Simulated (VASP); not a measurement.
An input for Ansatz (written as the equivalent of a VASP run, and not itself run):

Ansatz 0.2 input:
```yaml
crystal:
  lattice:
    - [0.0000000, 2.9592000, 2.9592000]
    - [2.9592000, 0.0000000, 2.9592000]
    - [2.9592000, 2.9592000, 0.0000000]
  atoms:
    - { symbol: V, position: [0.0000000, 0.0000000, 0.0000000], spin: 2 }
    - { symbol: Al, position: [0.5000000, 0.5000000, 0.5000000] }
kpoints:
  mp_grid: { grid: [10, 10, 10] }
hamiltonian:
  xc: pbesol
  pseudopotentials: { kind: paw }
magnetization: { spin_polarized: true }
scf:
  occupations: { method: methfessel_paxton, width: 0.1 }
  max_iter: 100
relax:
  max_steps: 60
  f_tol: 0.01
  cell: {}
output: { forces: true, stress: true, eigenvalues: true }
```

Translate this input to VASP (INCAR, KPOINTS, POSCAR, choice of POTCAR).

Several could match; the one computed here: 
**INCAR**
```
# general
SYSTEM  = VAl
PREC    = Accurate
ENCUT   = 400
LREAL   = .FALSE.
LASPH   = .TRUE.

# electronic loop
EDIFF   = 1E-6
NELM    = 100
ALGO    = Normal
LMAXMIX = 4

# smearing
ISMEAR  = 1
SIGMA   = 0.1

# functional
GGA     = PS

# spin
ISPIN   = 2
MAGMOM  = 2.0 0.0

# ions
IBRION  = 2
NSW     = 60
ISIF    = 3
EDIFFG  = -0.01

# output
LWAVE   = .FALSE.
LCHARG  = .FALSE.
LORBIT  = 10
```

### KPOINTS
```
kpoints
0
gamma
 10 10 10
0 0 0
```

**POSCAR**
```
VAl
1.0
  0.0000000000   2.9592000000   2.9592000000
  2.9592000000   0.0000000000   2.9592000000
  2.9592000000   2.9592000000   0.0000000000
V Al
1 1
Cart
  0.0000000000   0.0000000000   0.0000000000
  2.9592000000   2.9592000000   2.9592000000
```

POTCAR, in this order: V_sv Al (PBE.64 set). Program: vasp_std.

Limits of the translation: each code has its own PAW files, so the cut-off isn't converted (ENCUT is set for VASP's; basis.ecutwfc is left out, and Ansatz then takes the one that its files recommend); Ansatz stops its SCF on the density residual and VASP on the energy change (EDIFF).

The structure was generated: VAl was put into the rock salt type (Fm-3m), which need not be its known phase. This run relaxes it. Symmetry was kept, so distortions that lower it aren't found.
